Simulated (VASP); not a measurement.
Crystal: SnO2.

```
Sn O
1.0
     4.76482    0.00000    0.00000
     0.00000    4.76482    0.00000
     0.00000    0.00000    3.20750
Sn O
2 4
Direct
  0.50000 0.50000 0.50000
  0.00000 0.00000 0.00000
  0.19403 0.80597 0.50000
  0.80597 0.19403 0.50000
  0.30597 0.30597 0.00000
  0.69403 0.69403 0.00000
```

The cell is a database's computed one.

```yaml
Program: VASP 6.6.1
Task: relaxation of cell and atoms
Functional: PBE
Potentials_or_basis: VASP PAW PBE potentials, release 64 (Sn_d, O)
Cutoff: 600 eV
k_mesh: 6 × 6 × 9
Occupations: gaussian, width 0.02 eV
Spin: no spin polarisation
```

At the start: pressure 7.3 GPa; volume 12.14 Å³/atom.

**Question.** Where does the relaxation end?

**Answer.** Over 13 steps the energy falls by 10.1 meV/atom and the volume is 12.61 Å³/atom (+3.9 %); space group P4_2/mnm (No. 136, to 0.05 Å).

The path:
```tsv
step	energy change (eV)	largest force (eV/Å)	pressure (GPa)	volume (Å³)
1	0.0000	0.0409	7.28	72.82
2	0.0187	0.2360	-7.02	78.79
3	-0.0587	0.1010	0.01	75.51
4	-0.0587	0.0984	0.14	75.45
5	-0.0605	0.0095	0.10	75.57
6	-0.0605	0.0110	0.08	75.59
7	-0.0605	0.0116	0.09	75.60
8	-0.0605	0.0165	0.07	75.60
9	-0.0606	0.0061	-0.06	75.67
10	-0.0606	0.0081	-0.05	75.66
11	-0.0606	0.0081	-0.02	75.66
12	-0.0606	0.0074	-0.02	75.66
13	-0.0606	0.0026	0.03	75.64
```

Final structure:
```
Sn O
1.0
     4.83014    0.00000    0.00000
     0.00000    4.83014    0.00000
     0.00000    0.00000    3.24224
Sn O
2 4
Direct
  0.50000 0.50000 0.50000
  0.00000 0.00000 0.00000
  0.19345 0.80655 0.50000
  0.80655 0.19345 0.50000
  0.30655 0.30655 0.00000
  0.69345 0.69345 0.00000
```
